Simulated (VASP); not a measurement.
VASP runs on MnS (rock salt, AFM-II order) share one base input (PBE GGA, plane waves, VASP's PBE PAW potentials (set 64)) and change the settings named in each case.

### INCAR
```
! general
SYSTEM  = MnS
PREC    = Accurate
ENCUT   = 400   ! plane-wave cut-off (eV)
LREAL   = .False.   ! projection in real space or not
LASPH   = .True.

! electronic loop
EDIFF   = 1E-6   ! SCF stop (eV)
NELM    = 100   ! most electronic steps
ALGO    = Normal   ! blocked Davidson
LMAXMIX = 4   ! l cut-off of mixed one-centre charges

! smearing
ISMEAR  = 0   ! Gaussian
SIGMA   = 0.05   ! width (eV)

! functional
GGA     = PE   ! PBE

! spin
ISPIN   = 2   ! spin-polarised
MAGMOM  = 5.0 -5.0 2*0.0

! ions
ISIF    = 2

! output
LWAVE   = .False.
LCHARG  = .False.
LORBIT  = 10
```

File KPOINTS:
```
Automatic mesh
0
G
  6 6 6
0 0 0
```

**POSCAR**
```
MnS
1
    5.3244000000     2.6622000000     2.6622000000
    2.6622000000     5.3244000000     2.6622000000
    2.6622000000     2.6622000000     5.3244000000
Mn S
2 2
Direct
  0.0000000000   0.0000000000   0.0000000000
  0.5000000000   0.5000000000   0.5000000000
  0.2500000000   0.2500000000   0.2500000000
  0.7500000000   0.7500000000   0.7500000000
```

POTCAR, in this order: Mn_pv S (PBE.64 set). Program: vasp_std.

```json
[
 {"change": "base run", "E(σ→0) (eV/atom)": "-7.0622", "irreducible k-points": "32"},
 {"change": "KGAMMA = .TRUE., KSPACING = 0.5, KPOINTS file removed", "E(σ→0) (eV/atom)": "-7.0535", "irreducible k-points": "13"},
 {"change": "KGAMMA = .TRUE., KSPACING = 0.35, KPOINTS file removed", "E(σ→0) (eV/atom)": "-7.0622", "irreducible k-points": "32"},
 {"change": "KGAMMA = .TRUE., KSPACING = 0.4, KPOINTS file removed", "E(σ→0) (eV/atom)": "-7.0604", "irreducible k-points": "19"},
 {"change": "KGAMMA = .TRUE., KSPACING = 0.8, KPOINTS file removed", "E(σ→0) (eV/atom)": "-7.0332", "irreducible k-points": "6"}
]
```

Left out are runs that ran out of time, are held back, or changed the cell or the kind of run, fixed moments of cells without a moment, rows past the twelfth, gaps on odd meshes, pressures of charged cells and columns that move by less than the noise.

The compound is MnS in the rock salt, AFM-II order structure. The cell was not relaxed at this level. The spin order is the one that the start imposed; others were not tried in this run.
